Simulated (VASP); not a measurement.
Ge3P2:

```
CELL_PARAMETERS angstrom
4.32788 0.00000 0.00000
-2.16394 3.74806 0.00000
0.00000 0.00000 6.57583
ATOMIC_POSITIONS crystal
Ge 0.33333 0.66667 0.50000
Ge 0.66667 0.33333 0.50000
Ge 0.00000 0.00000 0.50000
P 0.00000 0.00000 0.15447
P 0.00000 0.00000 0.84553
```

The cell was built by a generator and needn't be a form met in nature.

```yaml
Program: VASP 6.6.1
Task: relaxation of the atoms
Functional: RPBE
Dispersion: D4
Potentials_or_basis: VASP PAW PBE potentials, release 64 (Ge, P)
Cutoff: 500 eV
k_mesh: 7 × 7 × 4
Occupations: gaussian, width 0.01 eV
Spin: no spin polarisation
```

At the start: pressure 17.4 GPa; volume 21.33 Å³/atom.

**Question.** Where does the relaxation end?

**Answer.** Over 6 steps the energy falls by 36.0 meV/atom; space group P6/mmm (No. 191, to 0.05 Å).

The path:
```tsv
step	energy change (eV)	largest force (eV/Å)	pressure (GPa)
1	0.0000	2.4699	17.38
2	-0.1427	1.4000	17.57
3	-0.1561	1.3354	19.01
4	-0.1799	0.0985	18.23
5	-0.1801	0.0442	18.29
6	-0.1802	0.0009	18.34
```

Final structure:
```yaml
crystal:
  lattice:
    - [4.32788, 0.00000, 0.00000]
    - [-2.16394, 3.74806, 0.00000]
    - [0.00000, 0.00000, 6.57583]
  atoms:
    - { symbol: Ge, position: [0.33333, 0.66667, 0.50000] }
    - { symbol: Ge, position: [0.66667, 0.33333, 0.50000] }
    - { symbol: Ge, position: [0.00000, 0.00000, 0.50000] }
    - { symbol: P, position: [0.00000, 0.00000, 0.14508] }
    - { symbol: P, position: [0.00000, 0.00000, 0.85492] }
```

Caveat: the PAW data sets were made with another functional, which shifts forces and pressure a little; pairwise dispersion overbinds metals, which lowers pressure and volume.
